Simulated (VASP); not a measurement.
Crystal: Mo.

```xyz
1
Lattice="-1.5838 1.5838 1.5838 1.5838 -1.5838 1.5838 1.5838 1.5838 -1.5838" Properties=species:S:1:pos:R:3 pbc="T T T"
Mo    0.0000    0.0000    0.0000
```

```yaml
Program: VASP 6.6.1
Task: relaxation of cell and atoms
Functional: r2SCAN
Potentials_or_basis: VASP PAW PBE potentials, release 64 (Mo_sv)
Cutoff: 600 eV
k_mesh: 18 × 18 × 18
Occupations: gaussian, width 0.1 eV
Spin: no spin polarisation
```

At the start: pressure -3.3 GPa; volume 15.89 Å³/atom.

Task: How do energy, volume and symmetry change on relaxing?

Result: Over 3 steps the energy falls by 2.0 meV/atom and the volume is 15.70 Å³/atom (-1.2 %); space group Im-3m (No. 229, to 0.05 Å).

Step by step:
```
step  energy change (eV)  largest force (eV/Å)  pressure (GPa)  volume (Å³)
   1              0.0000                0.0000           -3.26        15.89
   2              0.0144                0.0000           10.14        15.16
   3             -0.0020                0.0000           -0.03        15.70
```

Final structure:
```
Mo
1.0
    -1.57739    1.57739    1.57739
     1.57739   -1.57739    1.57739
     1.57739    1.57739   -1.57739
Mo
1
Direct
  0.00000 0.00000 0.00000
```

Caveat: the PAW data sets were made with another functional, which shifts forces and pressure a little.
